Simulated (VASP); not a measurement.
# YAl3N4 (Cmc2_1) in VASP: notebook

One crystal, YAl3N4, is run at these levels: PBE; tasks: relaxation of cell and atoms.

All numbers are computed with VASP 6.6.1; they aren't measurements. Logs are shortened: lines on timing, memory, paths and dates and some standing lists are left out, and cuts for length are marked.

### Step 1. The structure

It takes space group Cmc2_1 (No. 36, orthorhombic). The conventional cell has a = 6.358 Å, b = 11.012 Å, c = 5.087 Å, α = 90.00°, β = 90.00°, γ = 90.00°. Around Y (site symmetry m) lie 4 N at 1.93 Å. Al (site symmetry 1) has 4 N at 1.93 Å as nearest neighbours. Al (site symmetry m) has 4 N at 1.93 Å as nearest neighbours. N (site symmetry m) is surrounded by 2 Y at 1.93 Å and 2 Al at 1.93 Å. N (site symmetry 1) is surrounded by 3 Al at 1.93 Å and 1 Y at 1.93 Å. N (site symmetry m) has 4 Al at 1.93 Å as nearest neighbours.

The cell was built by a generator and needn't be a form met in nature.

### Step 2. Relaxation of cell and atoms, PBE

Input file INCAR:

```
PREC = Accurate
ENCUT = 600
EDIFF = 1E-6
ISMEAR = 0
SIGMA = 0.03
LREAL = False
LASPH = True
NELM = 80
ALGO = Normal
ISIF = 3
LWAVE = False
LCHARG = False
GGA = PE
IBRION = 2
NSW = 90
EDIFFG = -0.01
LUSENCCL = False
```

Input file KPOINTS:

```
regular mesh
0
Gamma
  6 6 6
```

Input file POSCAR:

```
YAl3N4
1.0
    0.0000000000      0.0000000000     -5.0865574400
    3.1789707500      5.5061388600      0.0000000000
    3.1789707500     -5.5061388600      0.0000000000
Y Al N
2 6 8
Direct
    0.0000000000      0.1666666700      0.3333333300
    0.5000000000      0.3333333300      0.6666666700
    0.0000000000      0.1666666700      0.8333333300
    0.0000000000      0.6666666700      0.3333333300
    0.0000000000      0.6666666700      0.8333333300
    0.5000000000      0.3333333300      0.1666666700
    0.5000000000      0.8333333300      0.6666666700
    0.5000000000      0.8333333300      0.1666666700
    0.6200000000      0.1666666700      0.3333333300
    0.6200000000      0.1666666700      0.8333333300
    0.6200000000      0.6666666700      0.3333333300
    0.6200000000      0.6666666700      0.8333333300
    0.1200000000      0.3333333300      0.6666666700
    0.1200000000      0.3333333300      0.1666666700
    0.1200000000      0.8333333300      0.6666666700
    0.1200000000      0.8333333300      0.1666666700
```

Potentials or basis: VASP PAW PBE potentials, release 64 (Y_sv, Al, N).

Run with:

```console
$ cat potpaw_PBE.64/Y_sv/POTCAR potpaw_PBE.64/Al/POTCAR potpaw_PBE.64/N/POTCAR > POTCAR
$ mpirun -np 1 vasp_std > vasp.out
```

OUTCAR:

```text
PREC = Accurate
   ENCUT = 600
   EDIFF = 1E-6
   ISMEAR = 0
   LREAL = False
   LASPH = True
   NELM = 80
   ISIF = 3
   GGA = PE
   IBRION = 2
   NSW = 90
   EDIFFG = -0.01

 ion  position               nearest neighbor table
   1  0.000  0.167  0.333-   9 1.93  14 1.93  13 1.93  16 1.93   6 3.14   6 3.14   8 3.14   2 3.14
                             2 3.14   8 3.14   5 3.18   5 3.18   4 3.18   3 3.18   3 3.18   4 3.18
   2  0.500  0.333  0.667-  13 1.93  10 1.93  12 1.93   9 1.93   3 3.14   3 3.14   5 3.14   1 3.14
                             1 3.14   5 3.14   8 3.18   8 3.18   7 3.18   6 3.18   6 3.18   7 3.18
   3  0.000  0.167  0.833-  10 1.93  13 1.93  14 1.93  15 1.93   2 3.14   2 3.14   7 3.14   6 3.14
                             6 3.14   7 3.14   4 3.18   4 3.18   1 3.18   5 3.18   1 3.18   5 3.18
   4  0.000  0.667  0.333-  11 1.93  16 1.93  15 1.93  14 1.93   8 3.14   8 3.14   6 3.14   6 3.14
                             7 3.14   7 3.14   3 3.18   3 3.18   5 3.18   1 3.18   5 3.18   1 3.18
   5  0.000  0.667  0.833-  12 1.93  15 1.93  13 1.93  16 1.93   7 3.14   7 3.14   8 3.14   2 3.14
                             2 3.14   8 3.14   1 3.18   1 3.18   3 3.18   4 3.18   4 3.18   3 3.18
   6  0.500  0.333  0.167-  14 1.93   9 1.93  11 1.93  10 1.93   1 3.14   1 3.14   4 3.14   3 3.14
                             3 3.14   4 3.14   7 3.18   7 3.18   2 3.18   8 3.18   2 3.18   8 3.18
   7  0.500  0.833  0.667-  15 1.93  12 1.93  10 1.93  11 1.93   5 3.14   5 3.14   3 3.14   3 3.14
                             4 3.14   4 3.14   6 3.18   6 3.18   2 3.18   8 3.18   8 3.18   2 3.18
   8  0.500  0.833  0.167-  16 1.93  11 1.93  12 1.93   9 1.93   4 3.14   4 3.14   5 3.14   1 3.14
                             1 3.14   5 3.14   2 3.18   2 3.18   6 3.18   7 3.18   7 3.18   6 3.18
   9  0.620  0.167  0.333-   1 1.93   6 1.93   2 1.93   8 1.93
  10  0.620  0.167  0.833-   3 1.93   2 1.93   6 1.93   7 1.93
  11  0.620  0.667  0.333-   4 1.93   8 1.93   7 1.93   6 1.93
  12  0.620  0.667  0.833-   5 1.93   7 1.93   2 1.93   8 1.93
  13  0.120  0.333  0.667-   2 1.93   3 1.93   1 1.93   5 1.93
  14  0.120  0.333  0.167-   6 1.93   1 1.93   4 1.93   3 1.93
  15  0.120  0.833  0.667-   7 1.93   5 1.93   3 1.93   4 1.93
  16  0.120  0.833  0.167-   8 1.93   4 1.93   5 1.93   1 1.93

  LATTYP: Found a hexagonal cell.
 ALAT       =     6.3579415045
 C/A-ratio  =     0.8000321230

  Lattice vectors:

 A1 = (   3.1789707500,   5.5061388600,   0.0000000000)
 A2 = (   3.1789707500,  -5.5061388600,   0.0000000000)
 A3 = (   0.0000000000,   0.0000000000,  -5.0865574400)

Analysis of symmetry for initial positions (statically):
=====================================================================
 Subroutine PRICEL returns:
 Original cell was already a primitive cell.

 Routine SETGRP: Setting up the symmetry group for a
 hexagonal supercell.

 Subroutine GETGRP returns: Found  4 space group operations
 (whereof  2 operations were pure point group operations)
 out of a pool of 24 trial point group operations.

The static configuration has the point symmetry C_1h.
 The point group associated with its full space group is C_2v.

Analysis of symmetry for dynamics (positions and initial velocities):
=====================================================================
 Subroutine PRICEL returns:
 Original cell was already a primitive cell.

 Routine SETGRP: Setting up the symmetry group for a
 hexagonal supercell.

 Subroutine GETGRP returns: Found  4 space group operations
 (whereof  2 operations were pure point group operations)
 out of a pool of 24 trial point group operations.

The dynamic configuration has the point symmetry C_1h.
 The point group associated with its full space group is C_2v.

 Subroutine INISYM returns: Found  4 space group operations
 (whereof  2 operations are pure point group operations),
 and found     1 'primitive' translations

----------------------------------------------------------------------------------------

                                     Primitive cell

  volume of cell :     178.0687

  direct lattice vectors                    reciprocal lattice vectors
     0.000000000  0.000000000 -5.086557440     0.000000000  0.000000000 -0.196596620
     3.178970750  5.506138860  0.000000000     0.157283611  0.090807735  0.000000000
     3.178970750 -5.506138860  0.000000000     0.157283611 -0.090807735  0.000000000

  length of vectors
     5.086557440  6.357941505  6.357941505     0.196596620  0.181615471  0.181615471

  position of ions in fractional coordinates (direct lattice)
     0.000000000  0.166666670  0.333333330
[... 63 lines left out ...]
  0.000000  0.000000  0.000000      1.000000
  0.166667  0.000000  0.000000      2.000000
  0.333333  0.000000  0.000000      2.000000
  0.500000  0.000000  0.000000      1.000000
  0.000000  0.166667  0.000000      4.000000
  0.000000  0.000000  0.166667      2.000000
[... 16 lines left out ...]
[... 20 lines left out ...]
   NELM   =     80;   NELMIN=  2; NELMDL= -5     # of ELM steps
   EDIFF  = 0.1E-05   stopping-criterion for ELM
   LREAL  =      F    real-space projection
   EDIFFG = -.1E-01   stopping-criterion for IOM
   NSW    =     90    number of steps for IOM
   IBRION =      2    ionic relax: 0-MD 1-quasi-New 2-CG
   NFREE  =      1    steps in history (QN), initial steepest desc. (CG)
   ISIF   =      3    stress and relaxation
   ISYM   =      2    0-nonsym 1-usesym 2-fastsym
   POTIM  = 0.5000    time-step for ionic-motion
   TEBEG  =    0.0;   TEEND  =   0.0 temperature during run
   PSTRESS=    0.0 pullay stress
   NELECT =      80.0000    total number of electrons
   NUPDOWN=      -1.0000    fix difference up-down
   EMIN   =  10.00;   EMAX   =-10.00  energy-range for DOS
   EFERMI =   0.00;   METHOD = LEGACY
   ISMEAR =     0;   SIGMA  =   0.03  broadening in eV -4-tet -1-fermi 0-gaus
   EFERMI_NEDOS =   21; number of points for ismear=-14 and -15
   IALGO  =     38    algorithm
   IMIX   =      4    mixing-type and parameters
     AMIX     =   0.40;   BMIX     =  1.00
     AMIX_MAG =   1.60;   BMIX_MAG =  1.00
  volume/ion in A,a.u.               =      11.13        75.10
  Fermi-wavevector in a.u.,A,eV,Ry     =   1.253840  2.369415 21.389935  1.572116
  Thomas-Fermi vector in A             =   2.387674
   LORBIT       =      0    0 simple, 1 ext, 2 COOP (PROOUT), +10 PAW based schemes
   GGA     = PE    functional components
   LHFCALC =     F    Hartree Fock is set to
   AEXX    =    0.0000 exact exchange contribution
   IVDW    =     0    specifies the selected vdW correction
   LEPSILON=     F    determine dielectric tensor
   LRPA    =     F    only Hartree local field effects (RPA)
 conjugate gradient relaxation of ions
 non-spin polarized calculation
 Gauss-broadening in eV      SIGMA  =   0.03
  energy-cutoff  :      600.00
  volume of cell :      178.07
 maximum number of plane-waves:      5962
 NGX is ok and might be reduce to    42
   NGX = 21   NGY = 25   NGZ = 25

--------------------------------------- Ionic step        1  -------------------------------------------

 number of electron      79.9999994 magnetization

 Free energy of the ion-electron system (eV)
  ---------------------------------------------------
  ext. energy  EPLUGINS =         0.00000000
  ---------------------------------------------------
  free energy    TOTEN  =      -116.15116329 eV

  energy without entropy =     -116.15116329  energy(sigma->0) =     -116.15116329

------------------------ aborting loop because EDIFF is reached ----------------------------------------

  FORCE on cell =-STRESS in cart. coord.  units (eV):
  Direction    XX          YY          ZZ          XY          YZ          ZX
  --------------------------------------------------------------------------------------
  -------------------------------------------------------------------------------------
  Total       35.0622044     34.5988548     32.6111447     -0.4012726      0.0000000      0.0000000
  in kB      315.4729736    311.3039746    293.4195090     -3.6104596      0.0000000      0.0000000
  external PRESSURE =     306.7321524 kB  Pullay stress =       0.0000000 kB
[... 37 lines left out ...]
--------------------------------------- Ionic step        2  -------------------------------------------

 number of electron      79.9999993 magnetization

 E-fermi :   4.0056     XC(G=0):  -9.8204

 val. band max:        3.7795593327   @ k =   0.0000   0.0000   0.5000
 cond. band min:       5.0347107270   @ k =   0.0000   0.0000   0.0000
 fundamental gap:      1.2551513944
 Fermi energy:         4.0056190346

 k-point     1 :       0.0000    0.0000    0.0000
  band No.  band energies     occupation
      1     -38.0182      2.00000
      2     -37.9872      2.00000
      3     -18.1879      2.00000
      4     -18.0712      2.00000
      5     -18.0345      2.00000
      6     -17.9935      2.00000
[... 1332 lines left out ...]
  FREE ENERGIE OF THE ION-ELECTRON SYSTEM (eV)
  ---------------------------------------------------
  free  energy   TOTEN  =      -122.1943380162 eV

  energy  without entropy=     -122.1943380162  energy(sigma->0) =     -122.19433802

[... ionic steps 4 to 21 ...]

--------------------------------------- Ionic step       22  -------------------------------------------

 number of electron      80.0000005 magnetization

------------------------ aborting loop because EDIFF is reached ----------------------------------------
[... 95 lines left out ...]
--------------------------------------- Ionic step       24  -------------------------------------------

 number of electron      80.0000005 magnetization

 Free energy of the ion-electron system (eV)
  ---------------------------------------------------
  ext. energy  EPLUGINS =         0.00000000
  ---------------------------------------------------
  free energy    TOTEN  =      -123.00621226 eV

  energy without entropy =     -123.00621226  energy(sigma->0) =     -123.00621226

 E-fermi :   5.1400     XC(G=0): -10.6557

 val. band max:        4.9635925210   @ k =   0.1667   0.0000   0.5000
 cond. band min:       7.6663627059   @ k =   0.0000   0.0000   0.0000
 fundamental gap:      2.7027701849
 Fermi energy:         5.1400384828

 k-point     1 :       0.0000    0.0000    0.0000
  band No.  band energies     occupation
      1     -35.0573      2.00000
      2     -35.0115      2.00000
      3     -15.5247      2.00000
      4     -15.4373      2.00000
      5     -15.4287      2.00000
      6     -15.3894      2.00000
[... 1282 lines left out ...]
  FREE ENERGIE OF THE ION-ELECTRON SYSTEM (eV)
  ---------------------------------------------------
  free  energy   TOTEN  =      -123.0062122638 eV

  energy  without entropy=     -123.0062122638  energy(sigma->0) =     -123.00621226

 reached required accuracy - stopping structural energy minimisation
```

Wall time 2.2 h (1 × NVIDIA H100 80GB with 1 thread of AMD EPYC 7R13 (Zen 3), shared host); peak memory 1.7 GiB.

What came out:

```
Free energy                            : -123.0062 eV
Relaxed volume                         : 12.24 Å³/atom
Relaxed cell                           : a = 5.162 Å, b = 6.725 Å, c = 6.567 Å, α = 120.80°, β = 90.00°, γ = 90.00°
Space group after relaxing (to 0.05 Å) : Cmc2_1 (No. 36)
Energy gained by relaxing              : 428.4 meV/atom
Ionic steps                            : 24
Pressure after relaxing                : 0.0 GPa
Largest force after relaxing           : 0.007 eV/Å
Band gap on the k mesh                 : 2.70 eV, indirect (least direct gap 2.88 eV)
```

Forces on the atoms (eV/Å):
```
Y   -0.001  0.001 -0.002
Y    0.001 -0.001 -0.002
Al  -0.002  0.001  0.002
Al   0.003 -0.002 -0.003
Al  -0.002  0.001  0.002
Al   0.002 -0.001  0.002
Al  -0.003  0.002 -0.003
Al   0.002 -0.001  0.002
N   -0.002  0.001  0.000
N    0.001  0.001  0.004
N    0.000  0.000 -0.007
N    0.000 -0.001  0.004
N    0.002 -0.001  0.000
N   -0.001 -0.001  0.004
N    0.000  0.000 -0.007
N    0.000  0.001  0.004
```

Step by step:
```
step  energy change (eV)  largest force (eV/Å)  pressure (GPa)  volume (Å³)
   1              0.0000                8.3785           30.67       178.07
   2             -2.0136                2.7174          -21.36       238.81
   3             -6.0432                1.3362           -6.30       206.76
   4             -6.0595                1.3568           -5.26       205.42
   5             -6.0609                1.4337           -4.72       204.74
   6             -6.5722                0.9368            0.61       196.88
   7             -6.5883                0.9308            1.94       195.24
   8             -6.7167                0.5537           -0.04       196.93
   9             -6.7284                0.4322           -0.79       197.65
  10             -6.7979                0.3139           -0.34       196.76
  11             -6.8080                0.2848           -0.07       196.27
  12             -6.8292                0.1325            0.22       195.81
  13             -6.8302                0.1568            0.30       195.68
  14             -6.8437                0.1037           -0.23       196.13
  15             -6.8440                0.1191           -0.32       196.21
  16             -6.8513                0.0919            0.18       195.58
  17             -6.8517                0.0972            0.34       195.38
  18             -6.8539                0.0633           -0.23       195.97
  19             -6.8541                0.0405           -0.09       195.83
  20             -6.8548                0.0285            0.03       195.70
  21             -6.8548                0.0288            0.03       195.69
  22             -6.8550                0.0177            0.02       195.72
  23             -6.8550                0.0173            0.03       195.72
  24             -6.8550                0.0073           -0.04       195.80
```

Final structure:
```xyz
16
Lattice="0.0000 0.0000 -5.1618 3.3625 5.8240 0.0000 3.2035 -5.7322 0.0000" Properties=species:S:1:pos:R:3 pbc="T T T"
Y     1.4608   -0.8434   -0.0185
Y     3.4239   -1.9768   -2.5994
Al    3.2104   -3.8130   -0.0005
Al    3.2620    1.9993   -0.0664
Al    4.9074   -0.8737   -0.0005
Al    1.6744    0.9928   -2.5814
Al    4.9852    1.0045   -2.6473
Al    3.3399    3.8776   -2.5814
N     1.5475   -0.8934   -2.8544
N     3.2425   -4.0677   -3.2998
N     3.3226    1.9644   -3.2614
N     5.1440   -0.7742   -3.2998
N     3.3372   -1.9268   -0.2735
N     1.6422    1.2475   -0.7189
N     4.9247    1.0394   -0.6805
N     3.1033    3.7781   -0.7189
```

A k mesh can miss the band edges.

### Step 3. Relaxation of cell and atoms, PBE

This run uses another cell than the first one, of 12.24 Å³/atom, 1.100 times its volume.

Edit INCAR of step 2 so:

```diff
@@ -2,3 +2,3 @@
 ENCUT = 600
-EDIFF = 1E-6
+EDIFF = 1E-7
 ISMEAR = 0
@@ -15,3 +15,3 @@
 NSW = 90
-EDIFFG = -0.01
+EDIFFG = -0.005
 LUSENCCL = False
```

KPOINTS is that of step 2.

Input file POSCAR:

```
YAl3N4                                  
1.0
   -0.0000000000     -0.0000000000     -5.1618263282
    3.3625120300      5.8240416828     -0.0000000000
    3.2034749877     -5.7322216037      0.0000000000
  Y               Al              N             
     2     6     8
Direct
     0.0035893889714214    0.1495284049381506    0.2990567998758624
     0.5035893889714214    0.3504715950618495    0.7009432001241380
     0.0000893176051564    0.1631212206628028    0.8309271464085831
     0.0128684618830246    0.6618096577781546    0.3236193055559822
     0.0000893176051564    0.6678059357454469    0.8309271464086273
     0.5000893176051565    0.3368787793371973    0.1690728535914169
     0.5128684618830245    0.8381903422218454    0.6763806944440178
     0.5000893176051565    0.8321940642545531    0.1690728535913727
     0.5529844759168115    0.1584002419375161    0.3168004738713650
     0.6392720922084441    0.1464736458828322    0.8584377371199062
     0.6318348536015310    0.6680048047360816    0.3360095994722823
     0.6392720922084441    0.7119641012336312    0.8584377371162535
     0.0529844759168115    0.3415997580624840    0.6831995261286351
     0.1392720922084441    0.3535263541171678    0.1415622628800937
     0.1318348536015311    0.8319951952639184    0.6639904005277176
     0.1392720922084441    0.7880358987663688    0.1415622628837467
```

Potentials or basis: VASP PAW PBE potentials, release 64 (Y_sv, Al, N).

Run with:

```console
$ cat potpaw_PBE.64/Y_sv/POTCAR potpaw_PBE.64/Al/POTCAR potpaw_PBE.64/N/POTCAR > POTCAR
$ mpirun -np 1 vasp_std > vasp.out
```

It took 20 min on 1 × NVIDIA H100 80GB with 1 thread of AMD EPYC 7R13 (Zen 3), shared host; peak memory 1.7 GiB.

It converged, with:

```
Free energy                            : -123.0238 eV
Relaxed volume                         : 12.23 Å³/atom
Relaxed cell                           : a = 5.161 Å, b = 6.723 Å, c = 6.565 Å, α = 120.80°, β = 90.00°, γ = 90.00°
Space group after relaxing (to 0.05 Å) : Cmc2_1 (No. 36)
Energy gained by relaxing              : 0.0 meV/atom
Ionic steps                            : 3
Pressure after relaxing                : 0.0 GPa
Largest force after relaxing           : 0.005 eV/Å
Band gap on the k mesh                 : 2.71 eV, indirect (least direct gap 2.89 eV)
```

Forces on the atoms (eV/Å):
```
Y    0.001 -0.001  0.001
Y   -0.001  0.001  0.001
Al  -0.003 -0.001  0.000
Al   0.004 -0.002 -0.002
Al   0.000  0.003  0.000
Al   0.003  0.001  0.000
Al  -0.004  0.002 -0.002
Al   0.000 -0.003  0.000
N   -0.001  0.000  0.001
N    0.002 -0.002  0.002
N    0.001  0.000 -0.004
N    0.003  0.000  0.002
N    0.001  0.000  0.001
N   -0.002  0.002  0.002
N   -0.001  0.000 -0.004
N   -0.003  0.000  0.002
```

Final structure:
```
Y Al N
1.0
     0.00000    0.00000   -5.16087
     3.36146    5.82222    0.00000
     3.20328   -5.73090    0.00000
Y Al N
2 6 8
Direct
  0.00360 0.14953 0.29905
  0.50360 0.35047 0.70095
  0.00008 0.16311 0.83092
  0.01288 0.66182 0.32364
  0.00008 0.66780 0.83092
  0.50008 0.33689 0.16908
  0.51288 0.83818 0.67636
  0.50008 0.83220 0.16908
  0.55298 0.15839 0.31678
  0.63925 0.14648 0.85844
  0.63187 0.66800 0.33601
  0.63925 0.71196 0.85844
  0.05298 0.34161 0.68322
  0.13925 0.35352 0.14156
  0.13187 0.83200 0.66399
  0.13925 0.78804 0.14156
```

Levels at points of the mesh, in eV from the valence-band top:
```tsv
k point	band 38	band 39	band 40	band 41	band 42	band 43
(0.00, 0.00, 0.00)	-0.52	-0.31	-0.18	2.71	3.71	3.90
(0.50, 0.00, 0.00)	-0.67	-0.33	-0.33	3.95	3.95	4.32
(0.00, 0.50, 0.00)	-0.45	-0.16	-0.08	3.93	3.96	4.47
(0.50, 0.50, 0.00)	-0.41	-0.20	-0.20	4.48	4.48	4.66
(0.00, 0.00, 0.50)	-0.31	-0.30	-0.02	3.51	4.02	4.02
(0.50, 0.00, 0.50)	-0.44	-0.09	-0.09	4.26	4.26	4.86
```
